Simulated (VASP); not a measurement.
Output of a VASP run:

### OSZICAR
```
       N       E                     dE             d eps       ncg     rms          rms(c)
DAV:   1    -0.315319121231E+03   -0.31532E+03   -0.21865E+01   322   0.125E+01    0.132E+01
DAV:   2    -0.315637462304E+03   -0.31834E+00   -0.85144E-01   355   0.151E+00    0.882E+00
DAV:   3    -0.315537130548E+03    0.10033E+00   -0.16469E-01   363   0.831E-01    0.526E+00
DAV:   4    -0.315481212943E+03    0.55918E-01   -0.12015E-01   339   0.598E-01    0.297E+00
DAV:   5    -0.315468993376E+03    0.12220E-01   -0.30060E-02   355   0.289E-01    0.168E+00
DAV:   6    -0.315464600509E+03    0.43929E-02   -0.35316E-03   355   0.116E-01    0.959E-01
DAV:   7    -0.315463168901E+03    0.14316E-02   -0.14549E-03   356   0.717E-02    0.522E-01
DAV:   8    -0.315462846782E+03    0.32212E-03   -0.54923E-04   356   0.420E-02    0.273E-01
DAV:   9    -0.315462846971E+03   -0.18955E-06   -0.24413E-04   364   0.284E-02    0.143E-01
DAV:  10    -0.315462920774E+03   -0.73803E-04   -0.87323E-05   355   0.173E-02    0.795E-02
DAV:  11    -0.315463005053E+03   -0.84279E-04   -0.60658E-05   331   0.148E-02    0.523E-02
DAV:  12    -0.315463085701E+03   -0.80648E-04   -0.53044E-05   323   0.144E-02    0.430E-02
DAV:  13    -0.315463158340E+03   -0.72639E-04   -0.56664E-05   339   0.154E-02    0.401E-02
DAV:  14    -0.315463223161E+03   -0.64821E-04   -0.55555E-05   315   0.152E-02    0.392E-02
DAV:  15    -0.315463279624E+03   -0.56462E-04   -0.51601E-05   340   0.146E-02    0.381E-02
DAV:  16    -0.315463327453E+03   -0.47829E-04   -0.48017E-05   323   0.142E-02    0.368E-02
DAV:  17    -0.315463367035E+03   -0.39582E-04   -0.46651E-05   340   0.142E-02    0.351E-02
DAV:  18    -0.315463399235E+03   -0.32200E-04   -0.42446E-05   315   0.136E-02    0.330E-02
DAV:  19    -0.315463424943E+03   -0.25709E-04   -0.37814E-05   308   0.129E-02    0.308E-02
DAV:  20    -0.315463445132E+03   -0.20188E-04   -0.32348E-05   299   0.121E-02    0.284E-02
DAV:  21    -0.315463460723E+03   -0.15591E-04   -0.27137E-05   260   0.113E-02    0.261E-02
DAV:  22    -0.315463472897E+03   -0.12174E-04   -0.25975E-05   268   0.107E-02    0.237E-02
DAV:  23    -0.315463482779E+03   -0.98816E-05   -0.21718E-05   244   0.980E-03
   1 F= -.31546348E+03 E0= -.31545671E+03  d E =-.135489E-01
```

**OUTCAR**
```
------------------------ aborting loop because EDIFF is reached ----------------------------------------
  volume of cell :     1529.70
      direct lattice vectors                 reciprocal lattice vectors
    11.522210421  0.000000000  0.000000000     0.086788903  0.000000000  0.000000000
     0.000000000 11.522210421  0.000000000     0.000000000  0.086788903  0.000000000
     0.000000000  0.000000000 11.522210421     0.000000000  0.000000000  0.086788903
  FREE ENERGIE OF THE ION-ELECTRON SYSTEM (eV)
  ---------------------------------------------------
  free  energy   TOTEN  =      -315.4634827790 eV

  energy  without entropy=     -315.4499339088  energy(sigma->0) =     -315.45670834

  exchange ACFDT corr.  =         0.00000000  see jH, gK, PRB 81, 115126
```
(Selected blocks of OUTCAR.)

### POSCAR
```
Ga32As31O
1
   11.5222104212     0.0000000000     0.0000000000
    0.0000000000    11.5222104212     0.0000000000
    0.0000000000     0.0000000000    11.5222104212
Ga As O
32 31 1
Direct
  0.5012113463   0.0023808980   0.0022235163
  0.7503413960   0.2492075560   0.0010835406
  0.7504046509   0.0010951563   0.2492258999
  0.9998603238   0.0001241007   0.0001529559
  0.2521379240   0.2512918970   0.0022438891
  0.4991662580   0.5005270309   0.0009509048
  0.7488395588   0.7477534579   0.0020568807
  0.2520031542   0.0021328366   0.2511881599
  0.5158338380   0.2662227926   0.2665004670
  0.7333348875   0.4834647512   0.2656280503
  0.4991482291   0.0009023916   0.5005507715
  0.7329877408   0.2652164853   0.4834784147
  0.7488468197   0.0020140013   0.7478715912
  0.9976581261   0.4988252077   0.0020129987
  0.2500661973   0.7499627643   0.0001452207
  0.9987495448   0.2494165706   0.2494197694
  0.2508068190   0.5005408261   0.2492017704
  0.4993586893   0.7490845069   0.2493046083
  0.9977235823   0.0020816353   0.4988316073
  0.2508582383   0.2492747098   0.5005224100
  0.5150771149   0.4839108715   0.4838816539
  0.7503928494   0.7486123806   0.5004203104
  0.2500599867   0.0001738704   0.7499438846
  0.4992841320   0.2494824742   0.7489340745
  0.7504018399   0.5002749692   0.7484538673
  0.9975383199   0.7476947524   0.2512355564
  0.9983984140   0.5002540233   0.5004642438
  0.2519036224   0.7477911177   0.4988205371
  0.9975171557   0.2512677082   0.7475835014
  0.2518302080   0.4989247120   0.7478510343
  0.5012363957   0.7478199650   0.7477376178
  0.9997991669   0.7497886291   0.7498844604
  0.6244077160   0.1305313104   0.1305254441
  0.8696410969   0.3752724723   0.1301639962
  0.8696433306   0.1301525344   0.3752531011
  0.1255079599   0.1253712958   0.1253099126
  0.3803069191   0.3746691617   0.1303679298
  0.6251732074   0.6197115516   0.1301395679
  0.8746640599   0.8745093735   0.1252327424
  0.3802080552   0.1302850861   0.3746648420
  0.8692680570   0.6193047709   0.3742548168
  0.6250433342   0.1299773178   0.6198899508
  0.8690548534   0.3740347834   0.6190889959
  0.8746961805   0.1252910017   0.8745256023
  0.1243841793   0.6247533353   0.1251889749
  0.3752795210   0.8756651692   0.1252561076
  0.1249788386   0.3750287596   0.3749697488
  0.3799615951   0.6199404334   0.3750393836
  0.6250171133   0.8750713409   0.3749664650
  0.1244444282   0.1252607661   0.6247409168
  0.3799378749   0.3753375874   0.6198327205
  0.6242974859   0.6194954632   0.6194211899
  0.8746785749   0.8753549699   0.6246705070
  0.3752630465   0.1253912618   0.8755536478
  0.6250039844   0.3750449387   0.8750378532
  0.8745917148   0.6246199522   0.8752617966
  0.1248715137   0.8750224955   0.3749866858
  0.1252191777   0.6246401817   0.6246156776
  0.3751561723   0.8744687072   0.6247378551
  0.1248777321   0.3749616734   0.8749997822
  0.3752200415   0.6247831388   0.8744565023
  0.6249819275   0.8750092778   0.8750760727
  0.1249911817   0.8750427232   0.8750081756
  0.6239835970   0.3742841152   0.3749788665
```

### Question
Reconstruct the remaining input files.

### Answer
This is not unique; one that fits is the input of the run itself, HSE06 screened hybrid, plane waves, VASP's PBE PAW potentials (set 64).

File KPOINTS:
```
Automatic mesh
0
gamma
  1 1 1
```

**INCAR**
```
ALGO = Normal   # blocked Davidson
LMAXMIX = 4
LASPH = T   # aspherical one-centre terms
NELECT = 256.0
ISMEAR = 0   # Gaussian
HFSCREEN = 0.2   # 1/Angstrom
NELMIN = 4
GGA = PE   # PBE
ISIF = 0
SYSTEM = Ga32As31O
SIGMA = 0.05   # width (eV)
ENCUT = 400
LHFCALC = T
LWAVE = F
ISYM = 0
PREC = Normal
NELM = 50
LCHARG = F
LREAL = Auto   # projection in real space or not
PRECFOCK = Fast
AEXX = 0.25
EDIFF = 1E-5
```

POTCAR, in this order: Ga As O (PBE.64 set). Program: vasp_gam. Read from the step before: WAVECAR.

The cell is charged, with a uniform compensating background. The supercell is sampled at Γ alone, which is coarse: total energies, pressure and levels can be off, energies of defects by several tenths of an eV.

The cell is a supercell with a defect, built from GaAs (zinc blende): O_As, charge +1. The cell's shape comes from a PBE relaxation. The run is not spin-polarised, so no state with unpaired spins was tried.
